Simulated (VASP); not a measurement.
```xyz
2
Lattice="0.0000 3.0524 3.0524 3.0524 0.0000 3.0524 3.0524 3.0524 0.0000" Properties=species:S:1:pos:R:3 pbc="T T T"
Ga     0.0000     0.0000     0.0000
Sb     1.5262     1.5262     1.5262
```

Level of theory: r2SCAN+rVV10 with spin-orbit coupling, VASP's PBE PAW potentials (set 64) (plane waves; VASP 6.6.1). Numerical set-up: 400 eV cut-off, 7×7×7 Γ-centred mesh, Gaussian smearing of 0.050 eV, potentials Ga_d Sb.

### Question
Give the energies of bands 13 to 25 at the high-symmetry points, in eV from the valence-band maximum.

### Answer

```json
[
 {"band": "13", "Γ": "-0.69", "X": "-7.32", "U": "-7.17", "L": "-6.86", "W": "-7.23"},
 {"band": "14", "Γ": "-0.69", "X": "-7.32", "U": "-7.07", "L": "-6.86", "W": "-7.11"},
 {"band": "15", "Γ": "0.00", "X": "-3.08", "U": "-4.14", "L": "-1.66", "W": "-3.94"},
 {"band": "16", "Γ": "0.00", "X": "-3.08", "U": "-3.95", "L": "-1.66", "W": "-3.63"},
 {"band": "17", "Γ": "0.00", "X": "-2.84", "U": "-2.56", "L": "-1.26", "W": "-3.51"},
 {"band": "18", "Γ": "0.00", "X": "-2.84", "U": "-2.54", "L": "-1.26", "W": "-3.50"},
 {"band": "19", "Γ": "0.28", "X": "0.85", "U": "1.35", "L": "0.45", "W": "3.60"},
 {"band": "20", "Γ": "0.28", "X": "0.85", "U": "1.38", "L": "0.45", "W": "3.96"},
 {"band": "21", "Γ": "2.60", "X": "1.18", "U": "3.88", "L": "3.71", "W": "4.33"},
 {"band": "22", "Γ": "2.60", "X": "1.18", "U": "4.00", "L": "3.71", "W": "4.38"},
 {"band": "23", "Γ": "2.81", "X": "8.95", "U": "6.75", "L": "3.81", "W": "4.53"},
 {"band": "24", "Γ": "2.81", "X": "8.95", "U": "6.93", "L": "3.81", "W": "4.63"},
 {"band": "25", "Γ": "2.81", "X": "9.15", "U": "7.03", "L": "6.60", "W": "4.81"}
]
```

The gap is direct, 0.28 eV, from the valence maximum at Γ to the conduction minimum at Γ.

The structure comes from a measured GaSb entry (F-43m) of the Crystallography Open Database, whose conditions weren't checked. It was relaxed first.
